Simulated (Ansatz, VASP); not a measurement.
**Cross-check of HfN between VASP and Ansatz**

One calculation is typed for both programs; each brings its own data sets. How far apart do they land? The cell is taken from a series of runs on this material, whose earlier steps may have relaxed, scaled, displaced or heated it; both programs get it as it stands.

Method: plane waves, with VASP 6.6.1 beside it; zone-centre phonons at r2SCAN, in Ansatz 0.2.0.

## 1. Set-up

It takes space group Fm-3m (No. 225, cubic). Conventional cell: a = 4.525 Å, b = 4.525 Å, c = 4.525 Å, α = 90.00°, β = 90.00°, γ = 90.00°. Nearest to Hf lie 6 N at 2.26 Å. Nearest to N lie 6 Hf at 2.26 Å. Farther neighbours and most contacts between anions are not listed.

## 2. VASP: zone-centre phonons, r2SCAN

Second derivatives magnify differences that forces hide, and they need a tight electronic threshold.

Lines of VASP's logs that name or quote its potential files are left out, and so is its time.

INCAR reads:

```
SYSTEM = HfN
PREC = Accurate
ENCUT = 660
EDIFF = 1E-08
NELM = 120
ISMEAR = 1
SIGMA = 0.2
LREAL = .FALSE.
ALGO = Normal
METAGGA = R2SCAN
LASPH = .TRUE.
NBANDS = 13
LORBIT = 11
LWAVE = .FALSE.
LCHARG = .FALSE.
ISIF = 2
IBRION = 6
NFREE = 2
POTIM = 0.015
NSW = 1
GGA_COMPAT = .FALSE.
LMIXTAU = .TRUE.
KPAR = 2
```

POSCAR reads:

```
HfN
1.0
    0.0000000000      2.2626684799      2.2626684799
    2.2626684799      0.0000000000      2.2626684799
    2.2626684799      2.2626684799      0.0000000000
Hf N
1 1
Direct
    0.0000000000      0.0000000000      0.0000000000
    0.5000000000      0.5000000000      0.5000000000
```

KPOINTS reads:

```
Automatic mesh
0
Gamma
20 20 20
0 0 0
```

Potentials, in the order of the species: Hf_pv and N (PBE family, release 64).

On the command line:

```
$ mpirun -np 2 vasp_std
```

Numbers of over 12 decimals in the logs are rounded to 6 here.

The program printed:

```text
[banner, memory and clock lines left out]
running    2 mpi-ranks, on    1 nodes
 distrk:  each k-point on    1 cores,    2 groups
 distr:  one band on    1 cores,    1 groups

 POSCAR found type information on POSCAR HfN
 POSCAR found :  2 types and       2 ions
|                                                                             |
|               ----> ADVICE to this user running VASP <----                  |
|                                                                             |
|     You enforced a specific xc type in the INCAR file but a different       |
|     [... a line on the potential file left out ...]
|     I HOPE YOU KNOW WHAT YOU ARE DOING!                                     |
|                                                                             |

 LDA part: xc-table for (None), standard interpolation
 POSCAR, INCAR and KPOINTS ok, starting setup
 FFT: planning ... GRIDC
 FFT: planning ... GRID_SOFT
 FFT: planning ... GRID
 WAVECAR not read
 entering main loop
       N       E                     dE             d eps       ncg     rms          rms(c)
DAV:   1     0.977511875379E+01    0.97751E+01   -0.93982E+03  6672   0.135E+03
DAV:   2    -0.623548135849E+02   -0.72130E+02   -0.67328E+02  8472   0.298E+02
DAV:   3    -0.651757760541E+02   -0.28210E+01   -0.27895E+01  8522   0.494E+01
DAV:   4    -0.651952113224E+02   -0.19435E-01   -0.19406E-01  7259   0.454E+00
DAV:   5    -0.651954190478E+02   -0.20773E-03   -0.20771E-03  8600   0.401E-01    0.526E+01
DAV:   6    -0.576435612079E+02    0.75519E+01   -0.68737E+00  7702   0.241E+01    0.380E+01
DAV:   7    -0.589221564192E+02   -0.12786E+01   -0.72853E-01  7241   0.857E+00    0.234E+01
DAV:   8    -0.561279067399E+02    0.27942E+01   -0.58523E-01  7326   0.885E+00    0.902E+00
DAV:   9    -0.581835180135E+02   -0.20556E+01   -0.66272E-01  7206   0.950E+00    0.384E+00
DAV:  10    -0.582729292332E+02   -0.89411E-01   -0.22401E-01  7836   0.450E+00    0.299E+00
DAV:  11    -0.582302024887E+02    0.42727E-01   -0.29636E-02  7619   0.168E+00    0.139E+00
DAV:  12    -0.582333068237E+02   -0.31043E-02   -0.15881E-02  8021   0.940E-01    0.110E+00
DAV:  13    -0.582336426636E+02   -0.33584E-03   -0.44406E-03  8311   0.581E-01    0.322E-01
DAV:  14    -0.582331120693E+02    0.53059E-03   -0.71446E-04  8361   0.224E-01    0.124E-01
[...]
DAV:  20    -0.582333974999E+02    0.14969E-05   -0.29293E-07  7911   0.396E-03    0.755E-03
DAV:  21    -0.582333973977E+02    0.10218E-06   -0.40579E-07  8520   0.511E-03    0.111E-03
DAV:  22    -0.582333975325E+02   -0.13483E-06   -0.59976E-08  7833   0.213E-03    0.431E-04
DAV:  23    -0.582333975978E+02   -0.65284E-07   -0.36312E-09  3678   0.697E-04    0.763E-04
DAV:  24    -0.582333976149E+02   -0.17083E-07   -0.35085E-09  3578   0.505E-04    0.381E-04
DAV:  25    -0.582333975804E+02    0.34461E-07   -0.56784E-10  3523   0.214E-04    0.989E-05
DAV:  26    -0.582333976012E+02   -0.20716E-07   -0.24294E-10  3503   0.129E-04    0.274E-05
DAV:  27    -0.582333976097E+02   -0.85565E-08   -0.16634E-10  3493   0.928E-05
   1 F= -.58233398E+02 E0= -.58233156E+02  d E =-.724094E-03
[...]
2 F= -.58232108E+02 E0= -.58231866E+02  d E =-.727983E-03
[...]
3 F= -.58232108E+02 E0= -.58231866E+02  d E =-.727975E-03
[...]
4 F= -.58232107E+02 E0= -.58231865E+02  d E =-.727985E-03
 Finite differences progress:
  Degree of freedom:   2/  2
  Displacement:        1/  2
  Total:               3/  4
 bond charge predicted
       N       E                     dE             d eps       ncg     rms          rms(c)
DAV:   1    -0.582335840330E+02   -0.14767E-02   -0.26106E+00 16791   0.112E+01    0.101E+00
DAV:   2    -0.582328406084E+02    0.74342E-03   -0.20364E-02 20816   0.117E+00    0.496E-01
DAV:   3    -0.582320665211E+02    0.77409E-03   -0.22851E-03 17351   0.596E-01    0.175E-01
DAV:   4    -0.582317759126E+02    0.29061E-03   -0.12934E-03 16751   0.467E-01    0.765E-02
DAV:   5    -0.582316070659E+02    0.16885E-03   -0.11688E-03 16956   0.451E-01    0.255E-02
DAV:   6    -0.582320957232E+02   -0.48866E-03   -0.39653E-04 16776   0.249E-01    0.826E-03
DAV:   7    -0.582321088721E+02   -0.13149E-04   -0.12921E-05 20581   0.437E-02    0.344E-03
DAV:   8    -0.582321018568E+02    0.70153E-05   -0.69513E-06 16926   0.299E-02    0.216E-03
DAV:   9    -0.582321074236E+02   -0.55668E-05   -0.92341E-07 17696   0.132E-02    0.181E-03
DAV:  10    -0.582321071722E+02    0.25136E-06   -0.28836E-08 21650   0.222E-03    0.107E-03
DAV:  11    -0.582321074335E+02   -0.26125E-06   -0.16115E-08 16427   0.151E-03    0.294E-04
DAV:  12    -0.582321073018E+02    0.13168E-06   -0.97894E-09 10573   0.120E-03    0.107E-04
DAV:  13    -0.582321073639E+02   -0.62090E-07   -0.10342E-09  8893   0.428E-04    0.704E-05
DAV:  14    -0.582321073160E+02    0.47894E-07   -0.53790E-10  8798   0.297E-04    0.231E-05
DAV:  15    -0.582321073161E+02   -0.48431E-10   -0.13855E-10  8728   0.134E-04
   5 F= -.58232107E+02 E0= -.58231865E+02  d E =-.727985E-03
 Finite differences progress:
  Degree of freedom:   2/  2
  Displacement:        2/  2
  Total:               4/  4
```

Parts of OUTCAR (step 2):

```text
ion  position               nearest neighbor table
   1  0.000  0.000  0.000-   2 2.26   2 2.26   2 2.26   2 2.26   2 2.26   2 2.26
   2  0.500  0.500  0.500-   1 2.26   1 2.26   1 2.26   1 2.26   1 2.26   1 2.26

  LATTYP: Found a face centered cubic cell.
 ALAT       =     4.5253369598

 Subroutine GETGRP returns: Found 48 space group operations
 (whereof 48 operations were pure point group operations)

The static configuration has the point symmetry O_h .

 Found    256 irreducible k-points:

   k-points           NKPTS =    256   k-points in BZ     NKDIM =    256   number of bands    NBANDS=     13

   dimension x,y,z NGX =    28 NGY =   28 NGZ =   28
   dimension x,y,z NGXF=    56 NGYF=   56 NGZF=   56

   ENCUT  =  660.0 eV  48.51 Ry    6.96 a.u.   6.70  6.70  6.70*2*pi/ulx,y,z

   NELECT =      15.0000    total number of electrons

 k-points in reciprocal lattice and weights: Automatic mesh
   0.00000000  0.00000000  0.00000000       0.000
   0.05000000  0.00000000  0.00000000       0.001
   0.10000000  0.00000000  0.00000000       0.001
   0.15000000  0.00000000  0.00000000       0.001
   0.20000000  0.00000000  0.00000000       0.001
   0.25000000  0.00000000  0.00000000       0.001
   0.30000000  0.00000000  0.00000000       0.001
   0.35000000  0.00000000  0.00000000       0.001
   0.40000000  0.00000000  0.00000000       0.001
[...]
-0.30000000  0.50000000  0.20000000       0.002
  -0.25000000  0.50000000  0.25000000       0.001

 average (electrostatic) potential at core
       1 -40.4895       2 -64.4505

 E-fermi :   8.5131

 k-point     1 :       0.0000    0.0000    0.0000
  band No.  band energies     occupation
    ...
      6       5.0619      2.00000
      7       5.0619      2.00000
      8       8.1520      2.02847
      9       8.1561      2.03005
     10       8.1561      2.03005
     11      10.4879     -0.00000
     12      10.4927     -0.00000
     13      10.5020     -0.00000

 k-point     2 :       0.0500    0.0000    0.0000
  band No.  band energies     occupation
    ...
      6       4.9108      2.00000
      7       4.9164      2.00000
      8       8.2160      2.05661
      9       8.2430      2.06686
     10       8.2511      2.06894
     11      10.6824     -0.00000
     12      10.6864     -0.00000
     13      10.7006     -0.00000

 k-point     3 :       0.1000    0.0000    0.0000
  band No.  band energies     occupation
    ...
      6       4.5276      2.00000
      7       4.5318      2.00000
      8       8.3683      1.93599
      9       8.4813      1.26520
     10       8.4840      1.24301
     11      11.1999     -0.00000
     12      11.2302     -0.00000
     13      11.2420     -0.00000

  Total       -0.3689888     -0.3807080     -0.3807080      0.0000000      0.0000000     -0.0000000
  in kB      -25.5170841    -26.3275110    -26.3275110      0.0000000      0.0000000     -0.0000000
  external PRESSURE =     -26.0573687 kB  Pullay stress =       0.0000000 kB

  energy-cutoff  :      660.00
  volume of cell :       23.17
      direct lattice vectors                 reciprocal lattice vectors
     0.000000000  2.262668480  2.262668480    -0.220978020  0.220978020  0.220978020
     2.262668480  0.000000000  2.262668480     0.220978020 -0.220978020  0.220978020
     2.262668480  2.262668480  0.000000000     0.220978020  0.220978020 -0.220978020

 POSITION                                       TOTAL-FORCE (eV/Angst)
 -----------------------------------------------------------------------------------
      0.00000      0.00000      0.00000        -0.172592      0.000000      0.000000
      2.24767      2.26267      2.26267         0.172592      0.000000      0.000000
 -----------------------------------------------------------------------------------
    total drift:                               -0.000098     -0.000000     -0.000000

  FREE ENERGIE OF THE ION-ELECTRON SYSTEM (eV)
  ---------------------------------------------------
  free  energy   TOTEN  =       -58.2321073161 eV

  energy  without entropy=      -58.2313793308  energy(sigma->0) =      -58.23186465

 Eigenvectors and eigenvalues of the dynamical matrix
 ----------------------------------------------------

   1 f  =   14.716308 THz    92.465288 2PiTHz  490.883186 cm-1    60.861731 meV
             X         Y         Z           dx          dy          dz
      0.000000  0.000000  0.000000     0.269382   -0.000000    0.000000
      2.262668  2.262668  2.262668    -0.963033    0.000000   -0.000000

   2 f  =   14.716308 THz    92.465288 2PiTHz  490.883186 cm-1    60.861731 meV
             X         Y         Z           dx          dy          dz
      0.000000  0.000000  0.000000    -0.000000   -0.269382    0.000000
      2.262668  2.262668  2.262668     0.000000    0.963033    0.000000

   3 f  =   14.716308 THz    92.465288 2PiTHz  490.883186 cm-1    60.861731 meV
             X         Y         Z           dx          dy          dz
      0.000000  0.000000  0.000000     0.000000    0.000000   -0.269382
      2.262668  2.262668  2.262668     0.000000   -0.000000    0.963033

   4 f/i=    0.004790 THz     0.030097 2PiTHz    0.159778 cm-1     0.019810 meV
             X         Y         Z           dx          dy          dz
      0.000000  0.000000  0.000000    -0.145008   -0.949998   -0.062534
      2.262668  2.262668  2.262668    -0.040562   -0.265736   -0.017492

   5 f/i=    0.004790 THz     0.030097 2PiTHz    0.159778 cm-1     0.019810 meV
             X         Y         Z           dx          dy          dz
      0.000000  0.000000  0.000000     0.030082    0.058652   -0.960775
      2.262668  2.262668  2.262668     0.008415    0.016406   -0.268751

   6 f/i=    0.004790 THz     0.030097 2PiTHz    0.159778 cm-1     0.019810 meV
             X         Y         Z           dx          dy          dz
      0.000000  0.000000  0.000000     0.951578   -0.146621    0.020844
      2.262668  2.262668  2.262668     0.266178   -0.041013    0.005830

 ELASTIC MODULI CONTR FROM IONIC RELAXATION (kBar)
 Direction    XX          YY          ZZ          XY          YZ          ZX
 --------------------------------------------------------------------------------
 XX           0.0000      0.0000      0.0000      0.0000      0.0000      0.0000
 YY           0.0000      0.0000      0.0000      0.0000      0.0000      0.0000
 ZZ           0.0000      0.0000      0.0000      0.0000      0.0000      0.0000
 XY           0.0000      0.0000      0.0000      0.0000      0.0000      0.0000
 YZ           0.0000      0.0000      0.0000      0.0000      0.0000      0.0000
 ZX           0.0000      0.0000      0.0000      0.0000      0.0000      0.0000
 --------------------------------------------------------------------------------

 total charge
# of ion       s       p       d       tot
------------------------------------------
    1        0.291   6.566   1.735   8.591
    2        1.238   2.529   0.000   3.768
--------------------------------------------------
tot          1.529   9.095   1.735  12.358

[... 3 further parts left out ...]
```

This run has no spin polarisation. Its electron count is odd, so without a moment it is a metal by construction. The last energy, forces, stress and levels in OUTCAR belong to the last displaced cell, not to the cell of POSCAR. Harder data sets than Hf_pv exist (the GW ones), and pressures, volumes and forces can shift noticeably with them.

Levels, forces or a CONTCAR printed for this step are those of its last displaced cell, not of the structure at rest.

(Part 1 of 2 ends here.)

[Lines on the potential files, build, host, timing and source positions are cut from VASP's logs without a mark.]

[Logs are printed without paths, hosts, clocks, repeated set-up lines and the standing remarks that a program may print on its own settings, such as how far it seeks lower states.]

[Hosts, paths, dates, database ids (printed as entryN), source tags and the programs' standing remarks are cut or masked in the printed files.]
